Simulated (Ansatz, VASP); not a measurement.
# TiC: VASP beside Ansatz, part 3 of 3

Wanted: the spread between two codes on one cell, functional and k mesh. The cell is taken from a series of runs on this material, whose earlier steps may have relaxed, scaled, displaced or heated it; both programs get it as it stands.

VASP 6.6.1 and Ansatz 0.2.0.

So far: Set-up; VASP: elastic constants, PBEsol, pair 1; Ansatz: elastic constants, PBEsol, pair 1; Comparison; Ansatz: elastic constants, PBEsol, pair 2; VASP: elastic constants, PBEsol, pair 2.

## (8) Ansatz: elastic constants, PBEsol, pair 3

Level of this step: Ansatz beside VASP: Kohn-Sham DFT, plane waves, PBEsol (Ansatz).

Elastic constants are differences of stresses under small strains, so they test the stress and the mesh. The cell compared in this pair holds 21.14 Å³, against 20.11 Å³ for the pair before.

The cell is taken from a series of runs on this material, whose earlier steps may have relaxed, scaled, displaced or heated it; both programs get it as it stands.

input.yaml reads:

```yaml
crystal:
  lattice:
    - [0.0, 2.1947047984, 2.1947047984]
    - [2.1947047984, 0.0, 2.1947047984]
    - [2.1947047984, 2.1947047984, 0.0]
  atoms:
    - { symbol: Ti, position: [0.5, 0.5, 0.5] }
    - { symbol: C, position: [0.0, 0.0, 0.0] }
kpoints:
  mp_grid: { grid: [20, 20, 20] }
hamiltonian:
  xc: pbesol
scf:
  occupations: { method: fermi_dirac, width: 1.0 }
output:
  forces: true
  stress: true
  eigenvalues: true
elastic:
  mode: relaxed_ion
  stencil: two_point
  amplitude: 0.01
```

Run with:

```sh
> ansatz run input.yaml --threads 4 --pin off --max-ram 16384MiB --backend cpu --events-out ev --progress --plain --runs-dir out
```

Numbers of over 12 decimals in the logs are rounded to 6 here.

The program printed:

```text
band count auto-derived: 18 (N_el = 16.0; filled up to band 8; 12 by the electrons, moments and atoms)
[...]
Crystal: 2 atoms, lattice volume = 21.143 Å³
Basis set: ecut = 420 eV, 411 PW (Γ), exchange–correlation on 48×48×48 points (8 copies of the dense FFT grid, shifted against one another)
Bands: 18, of which v1, the nominal top of the filled ones, is band 8 counted from 1 (7 counted from 0)
[...]
1.000e-2       4.0224       -2723.6398260       6  140640    432   relax 0 steps, max|allowed force component| 1.76e-29 eV/Å
[...]
δ    σ_23 (GPa)             F (eV)   n_scf  n_hpsi   n_pw
    -1.000e-2      -1.1494       -2723.6417739       7  315528    428   relax 0 steps, max|allowed force component| 2.45e-29 eV/Å
     1.000e-2       1.1494       -2723.6417739       5  256397    428   relax 0 steps, max|allowed force component| 1.26e-29 eV/Å
[key lines of the parts left out:]
SCF converged after 8 iterations
Free energy (F): -2723.642529 eV
Fermi energy:    14.026950 eV
P = ⅓ Tr σ = 0.0010 GPa (0.010 kbar)
```

## (9) VASP: elastic constants, PBEsol, pair 3

The same cell, functional, mesh and smearing now go to VASP, with its own data sets.

INCAR reads:

```
SYSTEM = TiC
PREC = Accurate
ENCUT = 600
EDIFF = 1E-08
NELM = 120
ISMEAR = -1
SIGMA = 1
LREAL = .FALSE.
ALGO = Normal
GGA = PS
NBANDS = 14
LASPH = .TRUE.
LORBIT = 11
LWAVE = .FALSE.
LCHARG = .FALSE.
ISIF = 3
IBRION = 6
NFREE = 2
POTIM = 0.015
NSW = 1
GGA_COMPAT = .FALSE.
KPAR = 2
```

POSCAR reads:

```
TiC
1.0
    0.0000000000      2.1947047984      2.1947047984
    2.1947047984      0.0000000000      2.1947047984
    2.1947047984      2.1947047984      0.0000000000
Ti C
1 1
Direct
    0.5000000000      0.5000000000      0.5000000000
    0.0000000000      0.0000000000      0.0000000000
```

KPOINTS reads:

```
Automatic mesh
0
Gamma
20 20 20
0 0 0
```

Potentials, in the order of the species: Ti_sv and C (PBE family, release 64).

Run with:

```sh
> mpirun -np 2 vasp_std
```

The program printed:

```text
[... set-up lines as in an earlier step ...]
 entering main loop
       N       E                     dE             d eps       ncg     rms          rms(c)
DAV:   1     0.130407832204E+03    0.13041E+03   -0.93329E+03  7176   0.154E+03
DAV:   2    -0.135042705336E+02   -0.14391E+03   -0.13601E+03  7606   0.371E+02
DAV:   3    -0.252857586043E+02   -0.11781E+02   -0.11529E+02 11802   0.957E+01
DAV:   4    -0.257283354222E+02   -0.44258E+00   -0.44198E+00  8442   0.148E+01
[...]
DAV:  15    -0.210335175160E+02    0.85381E-07   -0.95917E-08 11030   0.380E-03    0.401E-04
DAV:  16    -0.210335175276E+02   -0.11659E-07   -0.64760E-09  5018   0.881E-04    0.933E-05
DAV:  17    -0.210335175191E+02    0.84983E-08   -0.59021E-10  4076   0.260E-04
   1 F= -.21033518E+02 E0= -.19399050E+02  d E =-.326894E+01
[... from here on, the cycles between the ionic steps are left out ...]
   2 F= -.21028024E+02 E0= -.19360767E+02  d E =-.333451E+01
   9 F= -.21031829E+02 E0= -.19396831E+02  d E =-.327000E+01
  10 F= -.21031829E+02 E0= -.19396831E+02  d E =-.327000E+01
  11 F= -.21031829E+02 E0= -.19396831E+02  d E =-.326999E+01
  12 F= -.21031829E+02 E0= -.19396830E+02  d E =-.327000E+01
  13 F= -.21031829E+02 E0= -.19396831E+02  d E =-.326999E+01
  14 F= -.21032606E+02 E0= -.19398193E+02  d E =-.326883E+01
  15 F= -.21032606E+02 E0= -.19398192E+02  d E =-.326883E+01
  16 F= -.21032605E+02 E0= -.19398191E+02  d E =-.326883E+01
  17 F= -.21032605E+02 E0= -.19398190E+02  d E =-.326883E+01
 Finite differences progress:
  Degree of freedom:   8/  8
  Displacement:        2/  2
  Total:              16/ 16
```

Parts of OUTCAR (step 9):

```text
  Total        0.0411444      0.0322114      0.0322114      0.0000000      0.0000000      0.0000000
  in kB        3.1179055      2.4409662      2.4409662      0.0000000      0.0000000      0.0000000
  external PRESSURE =       2.6666126 kB  Pullay stress =       0.0000000 kB

 POSITION                                       TOTAL-FORCE (eV/Angst)
 -----------------------------------------------------------------------------------
      2.19470      2.19470      2.19470        -0.121733      0.000000      0.000000
     -0.01500      0.00000      0.00000         0.121733      0.000000      0.000000
 -----------------------------------------------------------------------------------
    total drift:                                0.000151      0.000000      0.000000

  FREE ENERGIE OF THE ION-ELECTRON SYSTEM (eV)
  ---------------------------------------------------
  free  energy   TOTEN  =       -21.0326054707 eV

  energy  without entropy=      -17.7637747701  energy(sigma->0) =      -19.39819012

[... 1 part as in an earlier step ...]

[... 2 further parts left out ...]
[key lines of the parts left out:]
E-fermi :   8.9567
```

Levels, forces or a CONTCAR printed for this step are those of its last displaced cell, not of the structure at rest.

## (10) Side by side

Both answers:

| quantity | Ansatz | VASP | difference |
| --- | --- | --- | --- |
| C11 (GPa) | 427.2 | 427.0 | +0.03 % |
| C22 (GPa) | 427.2 | 427.0 | +0.03 % |
| C33 (GPa) | 427.2 | 427.0 | +0.03 % |
| C12 (GPa) | 72.1 | 70.8 | +1.95 % |
| C13 (GPa) | 72.1 | 70.8 | +1.95 % |
| C23 (GPa) | 72.1 | 70.8 | +1.95 % |
| C44 (GPa) | 114.9 | 114.1 | +0.71 % |
| C55 (GPa) | 114.9 | 114.1 | +0.71 % |
| C66 (GPa) | 114.9 | 114.1 | +0.71 % |

## (11) Outcome

| Property | Result |
| --- | --- |
| difference in C12 (elastic constants, PBEsol, pair 1) | 2.1 % |
| difference in C11 (elastic constants, PBEsol, pair 2) | 60 % |
| difference in C12 (elastic constants, PBEsol, pair 3) | 1.9 % |

The difference in C11 is 60 % (elastic constants, PBEsol, pair 2), beyond the 5 % picked in this series as the mark of a large difference. Ansatz's own log doubts the convergence of its elastic constants, PBEsol, pair 2 run, which may account for the difference. Such differences can come from data sets, numerical settings and the points named under the comparisons, not from the functional's error against experiment.

[Lines on the potential files, build, host, timing and source positions are cut from VASP's logs without a mark.]

[Logs are printed without paths, hosts, clocks, repeated set-up lines and the standing remarks that a program may print on its own settings, such as how far it seeks lower states.]

[Hosts, paths, dates, database ids (printed as entryN), source tags and the programs' standing remarks are cut or masked in the printed files.]
